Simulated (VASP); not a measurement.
Method: PBEsol GGA, VASP's PBE PAW potentials (set 64) (plane waves; VASP). For the alloy's cell: Numerical set-up: 400 eV cut-off, 10×10×3 Γ-centred mesh, tetrahedra with Blöchl corrections, potentials In_d As Ga_d.

```json
[
 {"end member": "GaAs (zinc blende)", "E (eV/atom)": "-4.5444", "V (Å³/atom)": "22.63", "gap (eV)": "0.44"},
 {"end member": "InAs (zinc blende)", "E (eV/atom)": "-4.2451", "V (Å³/atom)": "28.24", "gap (eV)": "0.00"}
]
```

An ordered cell with a fraction 0.25 of the second end member relaxes to

```xyz
8
Lattice="0.0000 2.8817 2.8817 2.8817 0.0000 2.8817 11.5559 11.5559 -0.0289" Properties=species:S:1:pos:R:3 pbc="T T T"
In    11.5416    11.5416    -0.0146
As     1.5368     1.5368     1.3449
As     4.3602     4.3602     1.4033
As     7.1942     7.1942     1.4510
As    10.0254    10.0254     1.5016
Ga     5.8285     5.8285     5.6984
Ga     8.6601     8.6601     5.7485
Ga     8.6110     8.6110     0.0342
```

Unless said otherwise, spin-orbit coupling is left out, though it shifts the bands of the heavy elements here.

**Question.** Estimate the mixing energy, the deviation from a linear volume and the gap.

**Answer.** Its energy is -4.4481 eV/atom, so the mixing energy is 22 meV/atom. The volume of 24.02 Å³/atom lies -0.0 % from the linear mean. The cell is without a gap at this level.
